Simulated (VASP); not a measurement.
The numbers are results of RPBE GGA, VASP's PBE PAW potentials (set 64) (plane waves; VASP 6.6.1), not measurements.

The input files of a VASP run:

**KPOINTS**
```
kpoints
0
G
  11 11 11
0 0 0
```

POSCAR:
```
Na
1
   -2.1300000000     2.1300000000     2.1300000000
    2.1300000000    -2.1300000000     2.1300000000
    2.1300000000     2.1300000000    -2.1300000000
Na
1
Direct
  0.0000000000   0.0000000000   0.0000000000
```

### INCAR
```
! general
SYSTEM = Na
PREC   = Accurate
ENCUT  = 520
LREAL  = .FALSE.
LASPH  = .TRUE.

! electronic loop
EDIFF  = 1E-6
NELM   = 100
ALGO   = Normal

! smearing
ISMEAR = 1
SIGMA  = 0.1

! functional
GGA    = RP

! ions
IBRION = 2
NSW    = 60
ISIF   = 3
EDIFFG = -0.01

! output
LWAVE  = .FALSE.
LCHARG = .FALSE.
```

POTCAR, in this order: Na_pv (PBE.64 set). Program: vasp_std.

The resulting files:

File OSZICAR:
```
       N       E                     dE             d eps       ncg     rms          rms(c)
DAV:   1     0.209276898444E+02    0.20928E+02   -0.38929E+03   784   0.815E+02
DAV:   2    -0.779553451208E+00   -0.21707E+02   -0.21700E+02   819   0.140E+02
DAV:   3    -0.119381901286E+01   -0.41427E+00   -0.41427E+00  1043   0.277E+01
DAV:   4    -0.119739823644E+01   -0.35792E-02   -0.35792E-02  1001   0.226E+00
DAV:   5    -0.119744385018E+01   -0.45614E-04   -0.45614E-04   987   0.213E-01    0.240E-01
DAV:   6    -0.119775973420E+01   -0.31588E-03   -0.23902E-04   924   0.295E-01    0.157E-01
DAV:   7    -0.119769492460E+01    0.64810E-04   -0.72819E-04   812   0.477E-01    0.144E-02
DAV:   8    -0.119768816270E+01    0.67619E-05   -0.43596E-05  1050   0.145E-01    0.217E-03
DAV:   9    -0.119768814672E+01    0.15978E-07   -0.50680E-07   476   0.158E-02
   1 F= -.11976881E+01 E0= -.11975807E+01  d E =-.119769E+01
       N       E                     dE             d eps       ncg     rms          rms(c)
DAV:   1    -0.119873455934E+01   -0.10464E-02   -0.30679E-02   784   0.398E+00    0.210E-01
DAV:   2    -0.119805373335E+01    0.68083E-03   -0.78743E-04   798   0.601E-01    0.107E-01
DAV:   3    -0.119783312258E+01    0.22061E-03   -0.42117E-04   826   0.427E-01    0.976E-03
DAV:   4    -0.119781842806E+01    0.14695E-04   -0.15592E-05   833   0.921E-02    0.106E-03
DAV:   5    -0.119781827914E+01    0.14892E-06   -0.43281E-08   483   0.411E-03
   2 F= -.11978183E+01 E0= -.11977118E+01  d E =-.130132E-03
       N       E                     dE             d eps       ncg     rms          rms(c)
DAV:   1    -0.119803668688E+01   -0.21826E-03   -0.59046E-03   784   0.174E+00    0.922E-02
DAV:   2    -0.119790559111E+01    0.13110E-03   -0.15182E-04   784   0.264E-01    0.469E-02
DAV:   3    -0.119786380229E+01    0.41789E-04   -0.80620E-05   798   0.187E-01    0.431E-03
DAV:   4    -0.119786098453E+01    0.28178E-05   -0.29492E-06   798   0.400E-02    0.454E-04
DAV:   5    -0.119786094779E+01    0.36739E-07   -0.83016E-09   413   0.186E-03
   3 F= -.11978609E+01 E0= -.11977549E+01  d E =-.172801E-03
       N       E                     dE             d eps       ncg     rms          rms(c)
DAV:   1    -0.119862169178E+01   -0.76071E-03   -0.23527E-02   784   0.348E+00    0.184E-01
DAV:   2    -0.119810032073E+01    0.52137E-03   -0.60333E-04   784   0.525E-01    0.936E-02
DAV:   3    -0.119793168875E+01    0.16863E-03   -0.32221E-04   784   0.373E-01    0.856E-03
DAV:   4    -0.119792043343E+01    0.11255E-04   -0.11897E-05   798   0.804E-02    0.922E-04
DAV:   5    -0.119792031485E+01    0.11858E-06   -0.33228E-08   399   0.363E-03
   4 F= -.11979203E+01 E0= -.11978152E+01  d E =-.232168E-03
```

**OUTCAR**
```
------------------------ aborting loop because EDIFF is reached ----------------------------------------
  FORCE on cell =-STRESS in cart. coord.  units (eV):
  Direction    XX          YY          ZZ          XY          YZ          ZX
  --------------------------------------------------------------------------------------
  Total        0.0041214      0.0041214      0.0041214     -0.0000000      0.0000000     -0.0000000
  in kB        0.1688986      0.1688986      0.1688986     -0.0000000      0.0000000     -0.0000000
  external PRESSURE =       0.1688986 kB  Pullay stress =       0.0000000 kB
  volume of cell :       39.10
      direct lattice vectors                 reciprocal lattice vectors
    -2.138084163  2.138084163  2.138084163     0.000000000  0.233854218  0.233854218
     2.138084163 -2.138084163  2.138084163     0.233854218  0.000000000  0.233854218
     2.138084163  2.138084163 -2.138084163     0.233854218  0.233854218  0.000000000
 POSITION                                       TOTAL-FORCE (eV/Angst)
 -----------------------------------------------------------------------------------
      4.27617      0.00000      0.00000         0.000000      0.000000     -0.000000
 -----------------------------------------------------------------------------------
    total drift:                                0.000000     -0.000000      0.000000
  FREE ENERGIE OF THE ION-ELECTRON SYSTEM (eV)
  ---------------------------------------------------
  free  energy   TOTEN  =        -1.1979203149 eV

  energy  without entropy=       -1.1976050827  energy(sigma->0) =       -1.19781524

 reached required accuracy - stopping structural energy minimisation
```
(Selected blocks of OUTCAR.)

CONTCAR:
```
Na
   1.00000000000000
    -2.1380841629045935    2.1380841629045935    2.1380841629045935
     2.1380841629045935   -2.1380841629045935    2.1380841629045935
     2.1380841629045935    2.1380841629045935   -2.1380841629045935
  Na
     1
Direct
     0.0000000000000000    1.0000000000000000    1.0000000000000000
```

The compound is Na in the bcc structure. This run relaxes it. Symmetry was kept, so distortions that lower it aren't found.
